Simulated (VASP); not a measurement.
Given:

```xyz
2
Lattice="0.0000 2.2287 2.2287 2.2287 0.0000 2.2287 2.2287 2.2287 0.0000" Properties=species:S:1:pos:R:3 pbc="T T T"
Na     0.0000     0.0000     0.0000
F      2.2287     2.2287     2.2287
```

The numbers are results of r2SCAN+rVV10, VASP's PBE PAW potentials (set 64) (plane waves; VASP), not measurements. Numerical set-up: 520 eV cut-off, 10×10×10 Γ-centred mesh, Gaussian smearing of 0.050 eV, potentials Na_pv F.

**Question.** Give the stress tensor in GPa (positive for a compressed cell).

**Answer.** 
```
4.37  0.00  0.00
0.00  4.37  0.00
0.00  0.00  4.37
```
The pressure is its mean diagonal, 4.37 GPa.

The compound is NaF in the rock salt structure. This cell is one point of a volume scan, at 0.94 of the reference volume.
